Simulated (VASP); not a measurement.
The system is FSnCl, in a box.

```
F Sn Cl
1.0
    12.00000    0.00000    0.00000
     0.00000   12.00000    0.00000
     0.00000    0.00000   11.00000
F Sn Cl
1 1 1
Direct
  0.39259 0.53234 0.44469
  0.52208 0.58859 0.52970
  0.60958 0.41491 0.56150
```

Base run:

* Program: VASP 6.6.1
* Functional: PBE
* Dispersion: TS
* Potentials or basis: VASP PAW PBE potentials, release 64 (F, Sn_d, Cl)
* Cutoff: 520 eV
* k mesh: 1 × 1 × 1
* Occupations: gaussian, width 0.01 eV
* Spin: no spin polarisation

Its results: gap between the frontier levels 3.53 eV; largest force 0.833 eV/Å.

Problem. The run is repeated on the same cell with these changes: functional from PBE to HSE06; further incar settings from ALGO = Normal; EDIFF = 1e-07 to ALGO = Normal; EDIFF = 1e-06; NBANDS = 21. What comes out?

Solution. Gap between the frontier levels 4.59 eV; largest force 0.238 eV/Å.

Caveats: spin-orbit coupling is left out, which moves the levels of the heavy elements; the PAW data sets were made with another functional, which shifts forces and pressure a little (some runs).

A k mesh can miss the band edges.

Not every run made on this cell is shown here.
